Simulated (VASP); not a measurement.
Given:

```
RbCl
1.0
    0.00000     3.43701     3.43701
    3.43701     0.00000     3.43701
    3.43701     3.43701     0.00000
Rb Cl
1 1
Direct
  0.00000   0.00000   0.00000
  0.50000   0.50000   0.50000
```

Level of theory: revPBE GGA, VASP's PBE PAW potentials (set 64) (plane waves; VASP 6.6.1). Run with 520 eV cut-off, Gaussian smearing of 0.050 eV, potentials Rb_sv Cl.

Task: Estimate the band gap (along the path) with the smallest direct gap where there is one.

Result: 
```json
{
 "band gap (along the path)": "4.91 eV",
 "smallest direct gap (along the path)": "4.91 eV"
}
```

The absolute energy has meaning only against runs of the same code, potentials and settings.

The compound is RbCl in the rock salt structure. It was relaxed first, which changed the volume by +14 %.
